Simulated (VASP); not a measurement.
Here is the system:

```
CsI
1.0
    4.91465     0.00000     0.00000
    0.00000     4.91465     0.00000
    0.00000     0.00000     4.91465
Cs I
1 1
Direct
  0.00000   0.00000   0.00000
  0.50000   0.50000   0.50000
```

Computed with RPBE GGA, VASP's PBE PAW potentials (set 64) (plane waves; VASP 6.6.1). Settings: 520 eV cut-off, 6×6×6 Γ-centred mesh, Gaussian smearing of 0.050 eV, potentials Cs_sv I.

Unless said otherwise, spin-orbit coupling is left out, though it shifts the bands of the heavy elements here.

Q: Estimate the energy per atom (σ→0), band gap (on the k-mesh) with the smallest direct gap where there is one.

A: 
```
Quantity                                      Value
-----------------------------------  --------------
band gap (on the k-mesh)                    3.56 eV
smallest direct gap (on the k-mesh)         3.66 eV
energy per atom (σ→0)                -2.540 eV/atom
```

The absolute energy has meaning only against runs of the same code, potentials and settings.

The compound is CsI in the CsCl type structure. This cell is one point of a volume scan, at 1.03 of the reference volume.
